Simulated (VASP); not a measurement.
Ta, 1 atom in the cell. The structure is cubic, space group Im-3m (No. 229). Conventional cell: a = 3.310 Å, b = 3.310 Å, c = 3.310 Å, α = 90.00°, β = 90.00°, γ = 90.00°. Ta (site symmetry m-3m) is surrounded by 8 Ta at 2.87 Å. 

| Quantity | Value |
| --- | --- |
| Program | VASP 6.6.1 |
| Task | elastic constants |
| Functional | LDA |
| Potentials or basis | VASP PAW LDA potentials, release 64 (Ta_pv) |
| Cutoff | 600 eV |
| k mesh | 24 × 24 × 24 |
| Occupations | gaussian, width 0.1 eV |
| Spin | no spin polarisation |
| Ions in elastic constants | relaxed |
| Further INCAR settings | ALGO = Normal; EDIFF = 1e-08; IBRION = 6; POTIM = 0.015; NSW = 1; ISIF = 3 |

Potentials or basis: VASP PAW LDA potentials, release 64 (Ta_pv).

Run with:

```console
$ cat potpaw_LDA.64/Ta_pv/POTCAR > POTCAR
$ cp INCAR.step1 INCAR
$ mpirun -np 1 vasp_std > vasp.out
$ cp CONTCAR POSCAR
$ cp INCAR.step2 INCAR
$ mpirun -np 1 vasp_std > vasp.out
```

Hardware: 1 thread of Intel(R) Xeon(R) Platinum 8375C CPU @ 2.90GHz (Ice Lake), with other jobs on the host.

Task: Estimate the wall time of this run.

Result: It took 32 min on 1 thread of Intel(R) Xeon(R) Platinum 8375C CPU @ 2.90GHz (Ice Lake), with other jobs on the host, peak memory 1.3 GiB. Counts: scf iterations 142, k points 413, ion steps 7.
